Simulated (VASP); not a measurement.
# Shielding tensors and field gradients of AcCl3, part 2 of 3

Aim: NMR shielding tensors and field gradients of AcCl3. The cell has space group P6_3/m. The start is a cell from a database of measured crystal structures.

VASP 6.6.1, plane waves and PAW; the level of theory is named at each step.

So far. Step 2 (Ground state): The cell has a gap of 4.66 eV on this mesh and a pressure of -4.3 GPa, which holds the misfit of the given cell and coordinates with this functional, and any error of cutoff, mesh and data sets. Spin-orbit coupling is left out, which can shift or reorder these edges. Forces of up to 0.52 eV/Å remain in these settings, with PBE data sets under LDA.

The database entry behind the starting cell is an old determination (1948), so it need not match the best structure at ambient conditions.

## Step 3: Shielding tensors

This step: chemical shifts by linear response (GIPAW), LDA; plane waves and PAW (Ac, Cl) (VASP 6.6.1).

LCHIMAG computes the induced currents by linear response. It needs tightly converged orbitals and a cutoff well above the default; LEFG adds the field gradients at no cost.

INCAR

```
SYSTEM = AcCl3
PREC = Accurate
ENCUT = 370
EDIFF = 1E-09
NELM = 100
ISMEAR = 0
SIGMA = 0.01
LREAL = .FALSE.
ALGO = Normal
GGA = CA
NBANDS = 40
LASPH = .TRUE.
LWAVE = .FALSE.
LCHARG = .FALSE.
KPAR = 4
LCHIMAG = .TRUE.
LEFG = .TRUE.
DQ = 0.001
ICHIBARE = 1
LNMR_SYM_RED = .TRUE.
```

POSCAR

```
AcCl3
1.0
    7.6300000000      0.0000000000      0.0000000000
   -3.8150000000      6.6077738309      0.0000000000
    0.0000000000      0.0000000000      4.5600000000
Ac Cl
2 6
Direct
    0.6666666667      0.3333333333      0.7500000000
    0.3333333333      0.6666666667      0.2500000000
    0.2919999999      0.9170000000      0.7500000000
    0.9170000000      0.6250000001      0.2500000000
    0.6250000001      0.7080000001      0.7500000000
    0.7080000001      0.0830000000      0.2500000000
    0.0830000000      0.3749999999      0.7500000000
    0.3749999999      0.2919999999      0.2500000000
```

KPOINTS

```
Automatic mesh
0
Gamma
3 3 5
0 0 0
```

PAW data sets: Ac and Cl (PBE family, release 64).

The run is started by

```bash
mpirun -np 8 vasp_std
```

Output:

```text
[banner, memory and clock lines left out]
running    8 mpi-ranks, on    1 nodes
 distrk:  each k-point on    2 cores,    4 groups
 distr:  one band on    1 cores,    2 groups

 POSCAR found type information on POSCAR AcCl
 POSCAR found :  2 types and       8 ions
|                                                                             |
|           W    W    AA    RRRRR   N    N  II  N    N   GGGG   !!!           |
|           W    W   A  A   R    R  NN   N  II  NN   N  G    G  !!!           |
|           W    W  A    A  R    R  N N  N  II  N N  N  G       !!!           |
|           W WW W  AAAAAA  RRRRR   N  N N  II  N  N N  G  GGG   !            |
|           WW  WW  A    A  R   R   N   NN  II  N   NN  G    G                |
|           W    W  A    A  R    R  N    N  II  N    N   GGGG   !!!           |
|                                                                             |
|     For optimal performance we recommend to set                             |
|       NCORE = 2 up to number-of-cores-per-socket                            |
|     NCORE specifies how many cores store one orbital (NPAR=cpu/NCORE).      |
|     This setting can greatly improve the performance of VASP for DFT.       |
|     The default, NCORE=1 might be grossly inefficient on modern             |
|     multi-core architectures or massively parallel machines. Do your        |
|     Unfortunately you need to use the default for GW and RPA                |
|     calculations (for HF NCORE is supported but not extensively tested      |
|     yet).                                                                   |
|                                                                             |

 [... a notice as in an earlier step ...]

 LDA part: xc-table for (Slater(with rela. corr.)+CA(PZ))
 , standard interpolation
 POSCAR, INCAR and KPOINTS ok, starting setup
 FFT: planning ... GRIDC
 FFT: planning ... GRID_SOFT
 FFT: planning ... GRID
 WAVECAR not read
 entering main loop
       N       E                     dE             d eps       ncg     rms          rms(c)
DAV:   1     0.637051191079E+03    0.63705E+03   -0.21265E+04   720   0.109E+03
DAV:   2     0.504443559588E+02   -0.58661E+03   -0.57612E+03   992   0.328E+02
DAV:   3    -0.396840487661E+02   -0.90128E+02   -0.89273E+02  1104   0.126E+02
DAV:   4    -0.436747811085E+02   -0.39907E+01   -0.39714E+01  1056   0.318E+01
DAV:   5    -0.439291298163E+02   -0.25435E+00   -0.25413E+00  1296   0.635E+00    0.188E+01
DAV:   6    -0.431871574218E+02    0.74197E+00   -0.18245E+00   872   0.535E+00    0.126E+01
DAV:   7    -0.431929006388E+02   -0.57432E-02   -0.15909E+00  1176   0.524E+00    0.231E+00
DAV:   8    -0.431517805010E+02    0.41120E-01   -0.43402E-01   880   0.305E+00    0.677E-01
DAV:   9    -0.431534010255E+02   -0.16205E-02   -0.49655E-02   928   0.113E+00    0.181E-01
DAV:  10    -0.431536660408E+02   -0.26502E-03   -0.31979E-03  1312   0.262E-01    0.103E-01
DAV:  11    -0.431536819951E+02   -0.15954E-04   -0.21565E-04  1064   0.626E-02    0.173E-02
DAV:  12    -0.431536800699E+02    0.19253E-05   -0.14042E-05  1056   0.237E-02    0.115E-02
DAV:  13    -0.431536812261E+02   -0.11562E-05   -0.17924E-05  1152   0.189E-02    0.394E-03
DAV:  14    -0.431536809757E+02    0.25038E-06   -0.25857E-06  1104   0.766E-03    0.200E-03
DAV:  15    -0.431536808719E+02    0.10380E-06   -0.71929E-07  1144   0.379E-03    0.925E-04
DAV:  16    -0.431536808808E+02   -0.89003E-08   -0.19329E-07  1144   0.179E-03    0.779E-04
DAV:  17    -0.431536808840E+02   -0.32342E-08   -0.19348E-08  1136   0.606E-04    0.569E-04
DAV:  18    -0.431536808819E+02    0.21664E-08   -0.13570E-08  1040   0.562E-04    0.198E-04
DAV:  19    -0.431536808825E+02   -0.67485E-09   -0.89127E-09   808   0.436E-04
ion   1
     0.0000000    -0.0000000     0.0000000    -0.1292391    -0.0000000    -0.0000000
     0.0000709    -0.0000000     0.0000000    -0.1292391    -0.0000000    -0.0000000
     0.0000976    -0.0000000     0.0000000    -0.1292391    -0.0000000    -0.0000000
     0.0001345    -0.0000000     0.0000000    -0.1292391    -0.0000000    -0.0000000
     0.0001852    -0.0000000     0.0000000    -0.1292391    -0.0000000    -0.0000000

     0.0000000    -0.0000000    -0.0000000    13.8976652    -0.0000000    -0.0000001
     0.0000709    -0.0000000    -0.0000000    13.8691590    -0.0000000    -0.0000001
     0.0000976    -0.0000000    -0.0000000    13.8565568    -0.0000000    -0.0000001
     0.0001345    -0.0000000    -0.0000000    13.8379453    -0.0000000    -0.0000001
     0.0001852    -0.0000000    -0.0000000    13.8105815    -0.0000000    -0.0000001

ion   2
     0.0000000    -0.0000000    -0.0000000    -0.1292391    -0.0000000    -0.0000000
     0.0000709    -0.0000000    -0.0000000    -0.1292391    -0.0000000    -0.0000000
     0.0000976    -0.0000000    -0.0000000    -0.1292391    -0.0000000    -0.0000000
     0.0001345    -0.0000000    -0.0000000    -0.1292391    -0.0000000    -0.0000000
     0.0001852    -0.0000000    -0.0000000    -0.1292391    -0.0000000    -0.0000000

     0.0000000    -0.0000000    -0.0000000    13.8976652    -0.0000000    -0.0000001
     0.0000709    -0.0000000    -0.0000000    13.8691590    -0.0000000    -0.0000001
     0.0000976    -0.0000000    -0.0000000    13.8565568    -0.0000000    -0.0000001
     0.0001345    -0.0000000    -0.0000000    13.8379453    -0.0000000    -0.0000001
     0.0001852    -0.0000000    -0.0000000    13.8105815    -0.0000000    -0.0000001

ion   3
     0.0000000     0.3535964     0.0000000    -0.2796213    -0.0000000     1.5417121
     0.0000382     0.3535964     0.0000000    -0.2796213    -0.0000000     1.5417121
     0.0000526     0.3535964     0.0000000    -0.2796213    -0.0000000     1.5417121
     0.0000724     0.3535964     0.0000000    -0.2796212    -0.0000000     1.5417120
     0.0000997     0.3535964     0.0000000    -0.2796212    -0.0000000     1.5417120

     0.0000000     4.9169580     0.0000000    -4.5334847    -0.0000000    26.6290025
     0.0000382     4.9169405     0.0000000    -4.5334682    -0.0000000    26.6289054
     0.0000526     4.9169299     0.0000000    -4.5334583    -0.0000000    26.6288467
     0.0000724     4.9169122     0.0000000    -4.5334417    -0.0000000    26.6287492
     0.0000997     4.9168832     0.0000000    -4.5334146    -0.0000000    26.6285888

ion   4
     0.0000000    -1.5119600    -0.0000000    -0.2796213     0.0000000    -0.4646326
     0.0000382    -1.5119600    -0.0000000    -0.2796213     0.0000000    -0.4646326
     0.0000526    -1.5119600    -0.0000000    -0.2796213     0.0000000    -0.4646326
     0.0000724    -1.5119600    -0.0000000    -0.2796212     0.0000000    -0.4646326
[...]
RMM:   8    -0.238424485949E+03   -0.45443E-04   -0.15886E-04  2473   0.239E-02
RMM:   9    -0.238424491014E+03   -0.50649E-05   -0.21311E-05  2494   0.849E-03
RMM:  10    -0.238424491911E+03   -0.89740E-06   -0.34171E-06  2377   0.315E-03
RMM:  11    -0.238424492020E+03   -0.10857E-06   -0.44547E-07  2170   0.112E-03
RMM:  12    -0.238424492039E+03   -0.18720E-07   -0.73052E-08  1843   0.421E-04
RMM:  13    -0.238424492041E+03   -0.22686E-08   -0.85284E-09  1475   0.167E-04
RMM:  14    -0.238424492041E+03   -0.34794E-09   -0.13931E-09   967   0.875E-05
BDIR= 3  IDIR= 1  IQ=  1
DAV:   1    -0.813312576773E+03   -0.81331E+03   -0.58648E-02  1440   0.940E-01
DAV:   2    -0.813313443207E+03   -0.86643E-03   -0.86643E-03  1776   0.485E-01
DAV:   3    -0.813313498990E+03   -0.55784E-04   -0.55784E-04  2120   0.968E-02
DAV:   4    -0.813313500379E+03   -0.13892E-05   -0.13893E-05  2032   0.153E-02
DAV:   5    -0.813313500413E+03   -0.33382E-07   -0.33263E-07  2024   0.198E-03
DAV:   6    -0.813313500414E+03   -0.12787E-08   -0.13439E-08  1616   0.362E-04
DAV:   7    -0.813313500414E+03   -0.10743E-09   -0.80475E-10  1016   0.947E-05
       N       E                     dE             d eps       ncg     rms
RMM:   1    -0.222946013251E+03   -0.22295E+03   -0.42763E+02  1700   0.736E+01
RMM:   2    -0.236391771443E+03   -0.13446E+02   -0.37074E+01  2151   0.197E+01
RMM:   3    -0.238138850040E+03   -0.17471E+01   -0.81369E+00  2515   0.642E+00
RMM:   4    -0.238400297467E+03   -0.26145E+00   -0.54322E-01  2429   0.172E+00
RMM:   5    -0.238416605714E+03   -0.16308E-01   -0.69292E-02  2530   0.571E-01
RMM:   6    -0.238419144517E+03   -0.25388E-02   -0.81309E-03  2454   0.192E-01
RMM:   7    -0.238419412155E+03   -0.26764E-03   -0.11849E-03  2544   0.682E-02
RMM:   8    -0.238419457580E+03   -0.45425E-04   -0.15876E-04  2475   0.239E-02
RMM:   9    -0.238419462642E+03   -0.50614E-05   -0.21298E-05  2512   0.850E-03
RMM:  10    -0.238419463538E+03   -0.89684E-06   -0.34147E-06  2401   0.315E-03
RMM:  11    -0.238419463647E+03   -0.10851E-06   -0.44539E-07  2192   0.112E-03
RMM:  12    -0.238419463666E+03   -0.18681E-07   -0.72912E-08  1848   0.420E-04
RMM:  13    -0.238419463668E+03   -0.22565E-08   -0.85054E-09  1474   0.167E-04
RMM:  14    -0.238419463668E+03   -0.34697E-09   -0.13923E-09   974   0.875E-05
BDIR= 3  IDIR= 2  IQ= -1
DAV:   1    -0.813312956586E+03   -0.81331E+03   -0.58661E-02  1440   0.940E-01
DAV:   2    -0.813313828592E+03   -0.87201E-03   -0.87201E-03  1792   0.484E-01
DAV:   3    -0.813313883412E+03   -0.54820E-04   -0.54820E-04  2144   0.961E-02
DAV:   4    -0.813313884645E+03   -0.12334E-05   -0.12335E-05  2016   0.152E-02
DAV:   5    -0.813313884667E+03   -0.21651E-07   -0.21676E-07  1984   0.196E-03
DAV:   6    -0.813313884668E+03   -0.97634E-09   -0.10921E-08  1696   0.345E-04
DAV:   7    -0.813313884668E+03   -0.12108E-09   -0.49864E-10   992   0.879E-05
       N       E                     dE             d eps       ncg     rms
RMM:   1    -0.223040126654E+03   -0.22304E+03   -0.42854E+02  1703   0.736E+01
RMM:   2    -0.236427797207E+03   -0.13388E+02   -0.37156E+01  2160   0.197E+01
RMM:   3    -0.238150897061E+03   -0.17231E+01   -0.79064E+00  2518   0.636E+00
RMM:   4    -0.238404513589E+03   -0.25362E+00   -0.51860E-01  2419   0.170E+00
RMM:   5    -0.238420459618E+03   -0.15946E-01   -0.68449E-02  2531   0.566E-01
RMM:   6    -0.238422939564E+03   -0.24799E-02   -0.78716E-03  2453   0.189E-01
RMM:   7    -0.238423201029E+03   -0.26147E-03   -0.11574E-03  2537   0.674E-02
RMM:   8    -0.238423245907E+03   -0.44878E-04   -0.15762E-04  2470   0.238E-02
RMM:   9    -0.238423251053E+03   -0.51458E-05   -0.22008E-05  2514   0.841E-03
RMM:  10    -0.238423251941E+03   -0.88824E-06   -0.32755E-06  2391   0.308E-03
RMM:  11    -0.238423252051E+03   -0.11061E-06   -0.47402E-07  2205   0.111E-03
RMM:  12    -0.238423252070E+03   -0.18793E-07   -0.68846E-08  1831   0.409E-04
RMM:  13    -0.238423252072E+03   -0.21600E-08   -0.80567E-09  1442   0.163E-04
RMM:  14    -0.238423252073E+03   -0.32520E-09   -0.12692E-09   976   0.871E-05
BDIR= 3  IDIR= 2  IQ=  0
DAV:   1    -0.813313498273E+03   -0.81331E+03   -0.87163E-10   960   0.204E-04
DAV:   2    -0.813313498273E+03    0.77534E-10   -0.18065E-10   960   0.112E-04
       N       E                     dE             d eps       ncg     rms
RMM:   1    -0.223050267831E+03   -0.22305E+03   -0.42863E+02  1704   0.736E+01
RMM:   2    -0.236436410989E+03   -0.13386E+02   -0.37189E+01  2163   0.197E+01
RMM:   3    -0.238152413600E+03   -0.17160E+01   -0.78908E+00  2518   0.636E+00
RMM:   4    -0.238405779966E+03   -0.25337E+00   -0.51858E-01  2420   0.170E+00
RMM:   5    -0.238421705806E+03   -0.15926E-01   -0.68369E-02  2531   0.566E-01
RMM:   6    -0.238424180405E+03   -0.24746E-02   -0.78609E-03  2452   0.189E-01
RMM:   7    -0.238424441130E+03   -0.26072E-03   -0.11542E-03  2537   0.673E-02
RMM:   8    -0.238424485851E+03   -0.44721E-04   -0.15726E-04  2469   0.237E-02
RMM:   9    -0.238424490975E+03   -0.51241E-05   -0.21926E-05  2500   0.838E-03
RMM:  10    -0.238424491860E+03   -0.88432E-06   -0.32658E-06  2372   0.307E-03
RMM:  11    -0.238424491970E+03   -0.11003E-06   -0.47212E-07  2180   0.110E-03
RMM:  12    -0.238424491988E+03   -0.18685E-07   -0.68460E-08  1830   0.408E-04
RMM:  13    -0.238424491990E+03   -0.21482E-08   -0.80356E-09  1438   0.162E-04
RMM:  14    -0.238424491991E+03   -0.32364E-09   -0.12679E-09   966   0.866E-05
BDIR= 3  IDIR= 2  IQ=  1
DAV:   1    -0.813312186082E+03   -0.81331E+03   -0.58668E-02  1440   0.940E-01
DAV:   2    -0.813313058168E+03   -0.87209E-03   -0.87209E-03  1776   0.484E-01
DAV:   3    -0.813313112999E+03   -0.54831E-04   -0.54831E-04  2152   0.961E-02
DAV:   4    -0.813313114168E+03   -0.11692E-05   -0.11693E-05  2024   0.149E-02
DAV:   5    -0.813313114189E+03   -0.20924E-07   -0.21061E-07  1992   0.190E-03
DAV:   6    -0.813313114190E+03   -0.10773E-08   -0.10020E-08  1672   0.335E-04
DAV:   7    -0.813313114190E+03   -0.13142E-09   -0.51072E-10   992   0.858E-05
       N       E                     dE             d eps       ncg     rms
RMM:   1    -0.223046847477E+03   -0.22305E+03   -0.42859E+02  1703   0.736E+01
RMM:   2    -0.236408907769E+03   -0.13362E+02   -0.36982E+01  2158   0.197E+01
RMM:   3    -0.238149551075E+03   -0.17406E+01   -0.80756E+00  2519   0.639E+00
RMM:   4    -0.238404896749E+03   -0.25535E+00   -0.52398E-01  2419   0.170E+00
RMM:   5    -0.238420724596E+03   -0.15828E-01   -0.68044E-02  2531   0.564E-01
RMM:   6    -0.238423203579E+03   -0.24790E-02   -0.79231E-03  2452   0.188E-01
RMM:   7    -0.238423463052E+03   -0.25947E-03   -0.11454E-03  2538   0.672E-02
RMM:   8    -0.238423507954E+03   -0.44902E-04   -0.15927E-04  2470   0.237E-02
RMM:   9    -0.238423513082E+03   -0.51279E-05   -0.21816E-05  2515   0.838E-03
RMM:  10    -0.238423513974E+03   -0.89135E-06   -0.33233E-06  2388   0.307E-03
RMM:  11    -0.238423514084E+03   -0.11087E-06   -0.47214E-07  2203   0.111E-03
RMM:  12    -0.238423514103E+03   -0.18950E-07   -0.70316E-08  1833   0.410E-04
RMM:  13    -0.238423514105E+03   -0.21664E-08   -0.79815E-09  1446   0.163E-04
RMM:  14    -0.238423514106E+03   -0.32793E-09   -0.13148E-09   979   0.871E-05
       N       E                     dE             d eps       ncg     rms
RLQ:   1    -0.105048543071E+01   -0.10505E+01   -0.13939E+01  1198   0.400E+01
RLQ:   2    -0.138331610793E+01   -0.33283E+00   -0.48196E-01  1958   0.258E+00
RLQ:   3    -0.139744975014E+01   -0.14134E-01   -0.27326E-02  2218   0.483E-01
RLQ:   4    -0.139834310904E+01   -0.89336E-03   -0.23594E-03  2261   0.122E-01
RLQ:   5    -0.139842262283E+01   -0.79514E-04   -0.24353E-04  2267   0.348E-02
RLQ:   6    -0.139843260710E+01   -0.99843E-05   -0.27019E-05  2280   0.103E-02
RLQ:   7    -0.139843363589E+01   -0.10288E-05   -0.36361E-06  2326   0.340E-03
RLQ:   8    -0.139843379675E+01   -0.16086E-06   -0.50853E-07  2270   0.112E-03
RLQ:   9    -0.139843381770E+01   -0.20953E-07   -0.80095E-08  1960   0.398E-04
RLQ:  10    -0.139843382153E+01   -0.38283E-08   -0.13167E-08  1311   0.158E-04
RLQ:  11    -0.139843382208E+01   -0.54876E-09   -0.20769E-09   881   0.881E-05
```

Run time: 5.2 min. Hardware: 8 MPI ranks of AMD EPYC 9R45, shared host; peak memory 3.1 GiB.

(Part 2 of 3 ends here.)

[Lines on the potential files, build, host, timing and source positions are cut from VASP's logs without a mark.]

[Logs are printed without paths, hosts, clocks, repeated set-up lines and the standing remarks that a program may print on its own settings, such as how far it seeks lower states.]

[Hosts, paths, dates, database ids (printed as entryN), source tags and the programs' standing remarks are cut or masked in the printed files.]
